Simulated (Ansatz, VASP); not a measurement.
**Cross-check of SiO2 (Quartz) between VASP and Ansatz**

Wanted: the spread between two codes on one cell, functional and k mesh. The cell is taken from a series of runs on this material, whose earlier steps may have relaxed, scaled, displaced or heated it; both programs get it as it stands.

Calculated with Ansatz 0.2.0; plane waves, with VASP 6.6.1 beside it; dielectric response at PBE.

**1. The starting structure**

Symmetry: P3_121, No. 152, trigonal system. The conventional cell has a = 4.916 Å, b = 4.916 Å, c = 5.409 Å, α = 90.00°, β = 90.00°, γ = 120.00°. Nearest to Si lie 4 O at 1.61 Å. Nearest to O lie 2 Si at 1.61 Å. Farther neighbours and most contacts between anions are not listed.

Coordinates:

```xyz
9
Lattice="4.9158 0.0000 0.0000 -2.4579 4.2572 0.0000 0.0000 0.0000 5.4091" Properties=species:S:1:pos:R:3 pbc="T T T"
Si    2.6068    0.0000    1.8030
Si   -1.3034    2.2576    3.6061
Si    1.1545    1.9996    0.0000
O    -0.2994    1.7633    4.7654
O     1.0805    3.1163    1.1594
O    -0.7811    3.6348    2.9624
O     1.6768    0.6224    0.6437
O     2.1585    2.4939    4.2497
O     3.5384    1.1409    2.4467
```

**2. VASP: dielectric response, PBE**

The response to a field tests empty states and converges slowly with the mesh.

Lines of VASP's logs that name or quote its potential files are left out, and so is its time.

INCAR reads:

```
SYSTEM = SiO2
PREC = Accurate
ENCUT = 520
EDIFF = 1E-08
NELM = 120
ISMEAR = 0
SIGMA = 0.01
LREAL = .FALSE.
ALGO = Normal
GGA = PE
NBANDS = 33
LORBIT = 11
LWAVE = .FALSE.
LCHARG = .FALSE.
ISIF = 2
LEPSILON = .TRUE.
LASPH = .TRUE.
GGA_COMPAT = .FALSE.
EFERMI = MIDGAP
KPAR = 2
```

POSCAR reads:

```
SiO2
1.0
    4.9158000000      0.0000000000      0.0000000000
   -2.4579000000      4.2572076799      0.0000000000
    0.0000000000      0.0000000000      5.4091000000
Si O
3 6
Direct
    0.5303000000      0.0000000000      0.3333333333
    0.0000000000      0.5303000000      0.6666666667
    0.4697000000      0.4697000000      0.0000000000
    0.1462000000      0.4142000000      0.8810000000
    0.5858000000      0.7320000000      0.2143333333
    0.2680000000      0.8538000000      0.5476666667
    0.4142000000      0.1462000000      0.1190000000
    0.7320000000      0.5858000000      0.7856666667
    0.8538000000      0.2680000000      0.4523333333
```

KPOINTS reads:

```
Automatic mesh
0
Gamma
6 6 4
0 0 0
```

The projector-augmented-wave data sets are Si and O (PBE family, release 64).

Started as:

```console
$ mpirun -np 2 vasp_std
```

Numbers of over 12 decimals in the logs are rounded to 6 here.

The program printed:

```text
[banner, memory and clock lines left out]
running    2 mpi-ranks, on    1 nodes
 distrk:  each k-point on    1 cores,    2 groups
 distr:  one band on    1 cores,    1 groups

 POSCAR found type information on POSCAR SiO
 POSCAR found :  2 types and       9 ions
 LDA part: xc-table for (Slater+PW92), standard interpolation
 POSCAR, INCAR and KPOINTS ok, starting setup
 FFT: planning ... GRIDC
 FFT: planning ... GRID_SOFT
 FFT: planning ... GRID
 WAVECAR not read
 entering main loop
       N       E                     dE             d eps       ncg     rms          rms(c)
DAV:   1     0.284065325081E+03    0.28407E+03   -0.25459E+04  1592   0.134E+03
DAV:   2    -0.621179005538E+02   -0.34618E+03   -0.33269E+03  2047   0.311E+02
DAV:   3    -0.803973360539E+02   -0.18279E+02   -0.18200E+02  2000   0.758E+01
DAV:   4    -0.805984054034E+02   -0.20107E+00   -0.20086E+00  2008   0.892E+00
DAV:   5    -0.806014350663E+02   -0.30297E-02   -0.30289E-02  1983   0.108E+00    0.257E+01
DAV:   6    -0.710032742896E+02    0.95982E+01   -0.36118E+01  1896   0.324E+01    0.122E+01
DAV:   7    -0.710143109527E+02   -0.11037E-01   -0.10207E+00  1968   0.499E+00    0.446E+00
DAV:   8    -0.710150397664E+02   -0.72881E-03   -0.51723E-02  1952   0.170E+00    0.165E+00
DAV:   9    -0.710269255167E+02   -0.11886E-01   -0.25778E-02  1920   0.113E+00    0.332E-01
DAV:  10    -0.710285231971E+02   -0.15977E-02   -0.30433E-03  1936   0.301E-01    0.936E-02
DAV:  11    -0.710285017211E+02    0.21476E-04   -0.72911E-04  1976   0.161E-01    0.157E-02
DAV:  12    -0.710285107073E+02   -0.89862E-05   -0.22221E-05  1952   0.281E-02    0.121E-02
DAV:  13    -0.710285131560E+02   -0.24487E-05   -0.76727E-06  1944   0.155E-02    0.427E-03
DAV:  14    -0.710285136760E+02   -0.52000E-06   -0.61618E-07  1936   0.433E-03    0.108E-03
DAV:  15    -0.710285136997E+02   -0.23772E-07   -0.31392E-08  1704   0.100E-03    0.655E-04
DAV:  16    -0.710285136842E+02    0.15482E-07   -0.53278E-09  1408   0.456E-04    0.206E-04
DAV:  17    -0.710285136838E+02    0.41928E-09   -0.20442E-09  1312   0.261E-04
   1 F= -.71028514E+02 E0= -.71028514E+02  d E =0.000000E+00
 Linear response reoptimize wavefunctions to high precision
DAV:   1    -0.710285136826E+02    0.12569E-08   -0.19149E-10  1296   0.824E-05
DAV:   2    -0.710285136825E+02    0.63665E-10   -0.26201E-11  1176   0.266E-05
 Linear response G [H, r] |phi>, progress :
  Direction:   1
       N       E                     dE             d eps       ncg     rms
RMM:   1    -0.182315502417E+03   -0.18232E+03    0.19026E+02  3550   0.972E+01
RMM:   2    -0.172707883103E+03    0.96076E+01   -0.99789E+00  2751   0.180E+01
RMM:   3    -0.172792002868E+03   -0.84120E-01   -0.15960E-01  2857   0.208E+00
RMM:   4    -0.172795249010E+03   -0.32461E-02   -0.46876E-03  2992   0.332E-01
RMM:   5    -0.172795306511E+03   -0.57501E-04   -0.38108E-04  3003   0.618E-02
RMM:   6    -0.172795317244E+03   -0.10733E-04   -0.30392E-04  3022   0.199E-02
RMM:   7    -0.172795318596E+03   -0.13520E-05   -0.31162E-04  3021   0.142E-02
RMM:   8    -0.172795319858E+03   -0.12615E-05   -0.32409E-04  3014   0.135E-02
RMM:   9    -0.172795319895E+03   -0.37645E-07   -0.32560E-04  2985   0.134E-02
RMM:  10    -0.172795319765E+03    0.13007E-06   -0.33489E-04  2981   0.134E-02
 Linear response G [H, r] |phi>, progress :
  Direction:   2
       N       E                     dE             d eps       ncg     rms
RMM:   1    -0.181484730369E+03   -0.18148E+03    0.19308E+02  3546   0.971E+01
RMM:   2    -0.172724254061E+03    0.87605E+01   -0.98600E+00  2754   0.179E+01
RMM:   3    -0.172809529496E+03   -0.85275E-01   -0.15834E-01  2860   0.207E+00
RMM:   4    -0.172812791876E+03   -0.32624E-02   -0.51283E-03  2999   0.336E-01
RMM:   5    -0.172812825232E+03   -0.33356E-04   -0.42070E-04  3017   0.623E-02
RMM:   6    -0.172812832421E+03   -0.71889E-05   -0.31080E-04  3021   0.207E-02
RMM:   7    -0.172812832233E+03    0.18792E-06   -0.30324E-04  3022   0.151E-02
RMM:   8    -0.172812833497E+03   -0.12639E-05   -0.31574E-04  3009   0.144E-02
RMM:   9    -0.172812833462E+03    0.34995E-07   -0.31720E-04  2976   0.143E-02
RMM:  10    -0.172812833648E+03   -0.18577E-06   -0.33813E-04  2985   0.143E-02
 Linear response G [H, r] |phi>, progress :
  Direction:   3
       N       E                     dE             d eps       ncg     rms
RMM:   1    -0.181448716187E+03   -0.18145E+03    0.19275E+02  3538   0.969E+01
RMM:   2    -0.172682584855E+03    0.87661E+01   -0.10075E+01  2725   0.180E+01
RMM:   3    -0.172758022472E+03   -0.75438E-01   -0.15997E-01  2859   0.209E+00
RMM:   4    -0.172761703012E+03   -0.36805E-02   -0.31045E-03  2982   0.338E-01
RMM:   5    -0.172761909115E+03   -0.20610E-03    0.58927E-05  3003   0.631E-02
RMM:   6    -0.172761950871E+03   -0.41756E-04   -0.16095E-04  3017   0.211E-02
RMM:   7    -0.172761958104E+03   -0.72325E-05   -0.22668E-04  3015   0.153E-02
RMM:   8    -0.172761959276E+03   -0.11720E-05   -0.23742E-04  2996   0.147E-02
RMM:   9    -0.172761959520E+03   -0.24402E-06   -0.23512E-04  2964   0.146E-02
RMM:  10    -0.172761960071E+03   -0.55162E-06   -0.21754E-04  2973   0.146E-02
 Linear response to external field (no local field effect), progress :
  Direction:   1
       N       E                     dE             d eps       ncg     rms          rms(c)
[...]
RMM:   3    -0.483293024335E+00   -0.10350E-03   -0.16727E-04  2905   0.536E-02
RMM:   4    -0.483296525375E+00   -0.35010E-05   -0.53931E-06  2955   0.866E-03
RMM:   5    -0.483296628674E+00   -0.10330E-06   -0.58140E-07  2972   0.205E-03
RMM:   6    -0.483296634542E+00   -0.58686E-08   -0.36147E-07  2808   0.944E-04
RMM:   7    -0.483296634717E+00   -0.17457E-09   -0.35066E-07  2574   0.788E-04
RMM:   8    -0.483296634785E+00   -0.67845E-10   -0.35020E-07  2467   0.770E-04
RMM:   9    -0.483296634790E+00   -0.47954E-11   -0.34907E-07  2443   0.768E-04
RMM:  10    -0.483296634780E+00    0.98321E-11   -0.33693E-07  2446   0.767E-04
 change of polarisation eV/A/(eV/A) component  2 :    -0.025     0.967    -0.007
 dielectric tensor                  component  2 :    -0.039     2.545    -0.012
 Linear response to external field (no local field effect), progress :
  Direction:   3
       N       E                     dE             d eps       ncg     rms          rms(c)
RMM:   1    -0.485005411964E+00   -0.48501E+00   -0.12405E+00  2882   0.289E+00
RMM:   2    -0.487297899059E+00   -0.22925E-02   -0.10416E-02  2784   0.476E-01
RMM:   3    -0.487402713370E+00   -0.10481E-03   -0.16940E-04  2881   0.536E-02
RMM:   4    -0.487406385705E+00   -0.36723E-05   -0.54082E-06  2965   0.861E-03
RMM:   5    -0.487406494398E+00   -0.10869E-06   -0.62854E-07  2952   0.204E-03
RMM:   6    -0.487406501906E+00   -0.75080E-08   -0.41258E-07  2788   0.950E-04
RMM:   7    -0.487406502070E+00   -0.16359E-09   -0.40072E-07  2527   0.798E-04
RMM:   8    -0.487406502154E+00   -0.84650E-10   -0.40030E-07  2440   0.780E-04
RMM:   9    -0.487406502174E+00   -0.20094E-10   -0.40086E-07  2418   0.778E-04
RMM:  10    -0.487406502157E+00    0.17971E-10   -0.40581E-07  2417   0.778E-04
 change of polarisation eV/A/(eV/A) component  3 :    -0.002    -0.007     0.975
 dielectric tensor                  component  3 :    -0.003    -0.012     2.558
 Linear response to external field, progress :
  Direction:   1
       N       E                     dE             d eps       ncg     rms          rms(c)
RMM:   1    -0.481072197324E+00   -0.48107E+00   -0.12175E+00  5660   0.288E+00
RMM:   2    -0.483345030526E+00   -0.22728E-02   -0.10344E-02  5497   0.476E-01    0.126E+00
RMM:   3    -0.463835737414E+00    0.19509E-01   -0.42848E-02  5740   0.956E-01    0.701E-01
RMM:   4    -0.474754859094E+00   -0.10919E-01   -0.79686E-03  5782   0.482E-01    0.282E-01
RMM:   5    -0.492500459581E+00   -0.17746E-01   -0.29187E-03  5758   0.292E-01    0.596E-02
RMM:   6    -0.495569157138E+00   -0.30687E-02   -0.25681E-04  5592   0.733E-02    0.133E-02
RMM:   7    -0.495899717140E+00   -0.33056E-03   -0.30482E-05  5813   0.175E-02    0.623E-03
RMM:   8    -0.496143749735E+00   -0.24403E-03   -0.49580E-06  5632   0.757E-03    0.144E-03
RMM:   9    -0.496184087380E+00   -0.40338E-04    0.17336E-06  5862   0.241E-03    0.396E-04
RMM:  10    -0.496181818589E+00    0.22688E-05    0.31492E-06  5878   0.110E-03    0.843E-05
RMM:  11    -0.496181960752E+00   -0.14216E-06    0.30727E-06  5627   0.704E-04    0.445E-05
RMM:  12    -0.496181756347E+00    0.20441E-06    0.37482E-06  5423   0.680E-04    0.262E-05
RMM:  13    -0.496181861797E+00   -0.10545E-06    0.36066E-06  5168   0.663E-04    0.951E-06
 change of polarisation eV/A/(eV/A) component  1 :     0.901    -0.013     0.002
 dielectric tensor                  component  1 :     2.441    -0.021     0.003
 Linear response to external field, progress :
  Direction:   2
       N       E                     dE             d eps       ncg     rms          rms(c)
RMM:   1    -0.481122411686E+00   -0.48112E+00   -0.12180E+00  9155   0.288E+00
RMM:   2    -0.483343707255E+00   -0.22213E-02   -0.10379E-02  8911   0.476E-01    0.126E+00
RMM:   3    -0.463780490884E+00    0.19563E-01   -0.42253E-02  9292   0.956E-01    0.701E-01
RMM:   4    -0.474816343374E+00   -0.11036E-01   -0.85587E-03  9365   0.482E-01    0.282E-01
RMM:   5    -0.492533458685E+00   -0.17717E-01   -0.32516E-03  9340   0.293E-01    0.596E-02
RMM:   6    -0.495564265645E+00   -0.30308E-02   -0.21562E-04  9084   0.733E-02    0.134E-02
RMM:   7    -0.495897431594E+00   -0.33317E-03   -0.17818E-05  9397   0.174E-02    0.622E-03
RMM:   8    -0.496144394838E+00   -0.24696E-03   -0.45676E-06  9122   0.757E-03    0.144E-03
RMM:   9    -0.496184204711E+00   -0.39810E-04   -0.30651E-07  9507   0.242E-03    0.392E-04
RMM:  10    -0.496182155874E+00    0.20488E-05   -0.17198E-06  9527   0.111E-03    0.823E-05
RMM:  11    -0.496182206563E+00   -0.50690E-07    0.24504E-06  9137   0.721E-04    0.437E-05
RMM:  12    -0.496182033843E+00    0.17272E-06    0.44253E-06  8824   0.699E-04    0.269E-05
RMM:  13    -0.496182074435E+00   -0.40592E-07    0.14104E-06  8442   0.681E-04    0.920E-06
 change of polarisation eV/A/(eV/A) component  2 :     0.000     0.901     0.000
 dielectric tensor                  component  2 :     0.000     2.441     0.000
 Linear response to external field, progress :
  Direction:   3
       N       E                     dE             d eps       ncg     rms          rms(c)
RMM:   1    -0.485005396780E+00   -0.48501E+00   -0.12405E+00  3605   0.289E+00
RMM:   2    -0.487298007112E+00   -0.22926E-02   -0.10418E-02  3488   0.476E-01    0.123E+00
RMM:   3    -0.472831060398E+00    0.14467E-01   -0.30916E-02  3628   0.814E-01    0.704E-01
RMM:   4    -0.487219755142E+00   -0.14389E-01   -0.86740E-03  3635   0.506E-01    0.236E-01
RMM:   5    -0.502699488079E+00   -0.15480E-01   -0.15712E-03  3669   0.231E-01    0.570E-02
RMM:   6    -0.505720770034E+00   -0.30213E-02   -0.13898E-04  3546   0.682E-02    0.102E-02
RMM:   7    -0.506056800040E+00   -0.33603E-03    0.25164E-05  3717   0.145E-02    0.555E-03
RMM:   8    -0.506306836422E+00   -0.25004E-03    0.29351E-06  3511   0.666E-03    0.125E-03
RMM:   9    -0.506322635014E+00   -0.15799E-04   -0.28227E-06  3734   0.227E-03    0.362E-04
RMM:  10    -0.506323693584E+00   -0.10586E-05    0.33455E-06  3713   0.109E-03    0.100E-04
RMM:  11    -0.506322587243E+00    0.11063E-05    0.33836E-06  3494   0.772E-04    0.339E-05
RMM:  12    -0.506322657858E+00   -0.70614E-07    0.34934E-06  3328   0.735E-04    0.110E-05
RMM:  13    -0.506322612258E+00    0.45599E-07    0.38436E-06  3115   0.726E-04    0.291E-06
 change of polarisation eV/A/(eV/A) component  3 :    -0.002    -0.006     0.921
 dielectric tensor                  component  3 :    -0.002    -0.010     2.472
 Born effective charges drift removed
```

OUTCAR, selected parts (step 2):

```text
ion  position               nearest neighbor table
   1  0.530  0.000  0.333-   5 1.61   9 1.61   7 1.61   6 1.61   3 3.06   3 3.06   2 3.06   2 3.06

  LATTYP: Found a hexagonal cell.
 ALAT       =     4.9158000000
 C/A-ratio  =     1.1003498922

 Subroutine GETGRP returns: Found  6 space group operations
 (whereof  2 operations were pure point group operations)

The static configuration has the point symmetry C_2 .
 The point group associated with its full space group is D_3 .

 Found     24 irreducible k-points:

   k-points           NKPTS =     24   k-points in BZ     NKDIM =     24   number of bands    NBANDS=     33

   dimension x,y,z NGX =    40 NGY =   40 NGZ =   40
   dimension x,y,z NGXF=    80 NGYF=   80 NGZF=   80

   ENCUT  =  520.0 eV  38.22 Ry    6.18 a.u.   9.14  9.14 10.06*2*pi/ulx,y,z

   NELECT =      48.0000    total number of electrons

 k-points in reciprocal lattice and weights: Automatic mesh
   0.00000000  0.00000000  0.00000000       0.007
   0.16666667  0.00000000  0.00000000       0.042
   0.33333333 -0.00000000  0.00000000       0.042
   0.50000000  0.00000000  0.00000000       0.021
   0.16666667  0.16666667  0.00000000       0.042
   0.33333333  0.16666667  0.00000000       0.083
   0.33333333  0.33333333  0.00000000       0.014
   0.00000000  0.00000000  0.25000000       0.014
   0.16666667  0.00000000  0.25000000       0.042
[...]
0.33333333  0.16666667  0.50000000       0.083
   0.33333333  0.33333333  0.50000000       0.014

 average (electrostatic) potential at core
       1 -86.4121       2 -86.4121       3 -86.4121       4 -72.3907       5 -72.3907
       6 -72.3907       7 -72.3907       8 -72.3907       9 -72.3907

  Total        5.1335163      5.1335163      5.2040643      0.0000000      0.0000000      0.0000000
  in kB       72.6576720     72.6576720     73.6561793      0.0000000      0.0000000      0.0000000
  external PRESSURE =      72.9905077 kB  Pullay stress =       0.0000000 kB

  energy-cutoff  :      520.00
  volume of cell :      113.20
      direct lattice vectors                 reciprocal lattice vectors
     4.915800000  0.000000000  0.000000000     0.203425689  0.117447876  0.000000000
    -2.457900000  4.257207680  0.000000000     0.000000000  0.234895752  0.000000000
     0.000000000  0.000000000  5.409100000     0.000000000  0.000000000  0.184873639

 POSITION                                       TOTAL-FORCE (eV/Angst)
 -----------------------------------------------------------------------------------
      2.60685      0.00000      1.80303        -0.006200     -0.000000      0.000000
     -1.30342      2.25760      3.60607         0.003100     -0.005369      0.000000
      1.15448      1.99961      0.00000         0.003100      0.005369      0.000000
     -0.29937      1.76334      4.76542        -0.157777     -0.302783      0.175178
      1.08049      3.11628      1.15935         0.341106      0.014753      0.175178
     -0.78112      3.63480      2.96238        -0.183329      0.288030      0.175178
      1.67678      0.62240      0.64368        -0.183329     -0.288030     -0.175178
      2.15853      2.49387      4.24975        -0.157777      0.302783     -0.175178
      3.53839      1.14093      2.44672         0.341106     -0.014753     -0.175178
 -----------------------------------------------------------------------------------
    total drift:                               -0.000002     -0.000004     -0.000000

 MACROSCOPIC STATIC DIELECTRIC TENSOR (including local field effects in DFT)
 ------------------------------------------------------
           2.440858     0.000000     0.000000
          -0.000000     2.440858     0.000000
           0.000000     0.000000     2.471985
 ------------------------------------------------------

 PIEZOELECTRIC TENSOR (including local field effects)  for field in x, y, z        (C/m^2)
          XX          YY          ZZ          XY          YZ          ZX
  --------------------------------------------------------------------------------
  x     0.14596    -0.14596     0.00000     0.00000     0.06726     0.00000
  y     0.00000     0.00000     0.00000    -0.14596     0.00000    -0.06726
  z     0.00000     0.00000     0.00000     0.00000    -0.00000     0.00000

 BORN EFFECTIVE CHARGES (including local field effects) (in |e|, cummulative output)
 ---------------------------------------------------------------------------------
 ion    1
    1     2.97527     0.00000     0.00000
    2     0.00000     3.64198    -0.29313
    3     0.00000     0.25357     3.42655
 ion    2
    1     3.47531     0.28870     0.25386
    2     0.28870     3.14195     0.14657
    3    -0.21960    -0.12678     3.42655
 ion    3
    1     3.47531    -0.28870    -0.25386
    2    -0.28870     3.14195     0.14657
    3     0.21960    -0.12678     3.42655
 ion    4
    1    -2.24158     0.08033    -0.77112
    2     0.02815    -1.06705     0.06161
    3    -0.77546     0.13137    -1.71328
 ion    5
    1    -1.31371     0.50756     0.33220
    2     0.45537    -1.99492    -0.69862
    3     0.27396    -0.73726    -1.71328
 ion    6
    1    -1.40766    -0.50961     0.43892
    2    -0.56180    -1.90097     0.63700
    3     0.50150     0.60588    -1.71328
 ion    7
    1    -1.40766     0.50961    -0.43892
    2     0.56180    -1.90097     0.63700
    3    -0.50150     0.60588    -1.71328
 ion    8
    1    -2.24158    -0.08033     0.77112
    2    -0.02815    -1.06705     0.06161
    3     0.77546     0.13137    -1.71328
 ion    9
    1    -1.31371    -0.50756    -0.33220
    2    -0.45537    -1.99492    -0.69862
    3    -0.27396    -0.73726    -1.71328
```

(Continued in part 2 of 2.)

[Lines on the potential files, build, host, timing and source positions are cut from VASP's logs without a mark.]

[Logs are printed without paths, hosts, clocks, repeated set-up lines and the standing remarks that a program may print on its own settings, such as how far it seeks lower states.]

[Hosts, paths, dates, database ids (printed as entryN), source tags and the programs' standing remarks are cut or masked in the printed files.]
